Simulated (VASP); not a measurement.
Method: PBE GGA, VASP's PBE PAW potentials (set 64) (plane waves; VASP).

VASP input:

**INCAR**
```
ALGO = Fast
EDIFF = 1E-5
EDIFFG = -0.03
ENCUT = 450
GGA = PE
IBRION = 2
ISIF = 2
ISMEAR = 1
LASPH = .TRUE.
LCHARG = .FALSE.
LREAL = .FALSE.
LWAVE = .FALSE.
NELM = 100
NELMIN = 4
NSW = 20
PREC = Normal
SIGMA = 0.1
SYSTEM = Li
```

File KPOINTS:
```
Automatic mesh
0
Gamma
 17 17 17
```

### POSCAR
```
Li
1
   -1.7145512458     1.7145512458     1.7145512458
    1.7145512458    -1.7145512458     1.7145512458
    1.7145512458     1.7145512458    -1.7145512458
Li
1
Direct
  0.0000000000   0.0000000000   0.0000000000
```

POTCAR, in this order: Li_sv (PBE.64 set). Program: vasp_std.

Output

**OSZICAR**
```
       N       E                     dE             d eps       ncg     rms          rms(c)
DAV:   1     0.358244631211E+00    0.35824E+00   -0.64821E+02  1670   0.382E+02
DAV:   2    -0.179863680321E+01   -0.21569E+01   -0.21023E+01  2315   0.565E+01
DAV:   3    -0.190263871006E+01   -0.10400E+00   -0.10398E+00  2060   0.809E+00
DAV:   4    -0.190507298414E+01   -0.24343E-02   -0.24339E-02  2170   0.123E+00
DAV:   5    -0.190509986778E+01   -0.26884E-04   -0.26883E-04  2085   0.117E-01    0.265E-01
RMM:   6    -0.190383503596E+01    0.12648E-02   -0.17366E-04  1777   0.121E-01    0.158E-01
RMM:   7    -0.190314474751E+01    0.69029E-03   -0.93384E-04  1880   0.241E-01    0.261E-02
RMM:   8    -0.190316988525E+01   -0.25138E-04   -0.14078E-04  1850   0.109E-01    0.666E-03
RMM:   9    -0.190317452856E+01   -0.46433E-05   -0.56081E-05  1610   0.702E-02
   1 F= -.19031745E+01 E0= -.19031680E+01  d E =-.190317E+01
```

### OUTCAR
```
------------------------ aborting loop because EDIFF is reached ----------------------------------------
  FORCE on cell =-STRESS in cart. coord.  units (eV):
  Direction    XX          YY          ZZ          XY          YZ          ZX
  --------------------------------------------------------------------------------------
  Total       -0.1484841     -0.1484841     -0.1484841     -0.0000000      0.0000000      0.0000000
  in kB      -11.7999221    -11.7999221    -11.7999221     -0.0000000      0.0000000      0.0000000
  external PRESSURE =     -11.7999221 kB  Pullay stress =       0.0000000 kB
  volume of cell :       20.16
      direct lattice vectors                 reciprocal lattice vectors
    -1.714551246  1.714551246  1.714551246     0.000000000  0.291621496  0.291621496
     1.714551246 -1.714551246  1.714551246     0.291621496  0.000000000  0.291621496
     1.714551246  1.714551246 -1.714551246     0.291621496  0.291621496  0.000000000
 POSITION                                       TOTAL-FORCE (eV/Angst)
 -----------------------------------------------------------------------------------
      0.00000      0.00000      0.00000         0.000000     -0.000000      0.000000
 -----------------------------------------------------------------------------------
    total drift:                               -0.000000     -0.000000     -0.000000
  FREE ENERGIE OF THE ION-ELECTRON SYSTEM (eV)
  ---------------------------------------------------
  free  energy   TOTEN  =        -1.9031745286 eV

  energy  without entropy=       -1.9031549027  energy(sigma->0) =       -1.90316799

 reached required accuracy - stopping structural energy minimisation
```
(Selected blocks of OUTCAR.)

At this cut-off the stress carries a Pulay error, which pulls relaxed volumes low.

The compound is Li in the bcc structure. It was relaxed first, which changed the volume by -5 %.
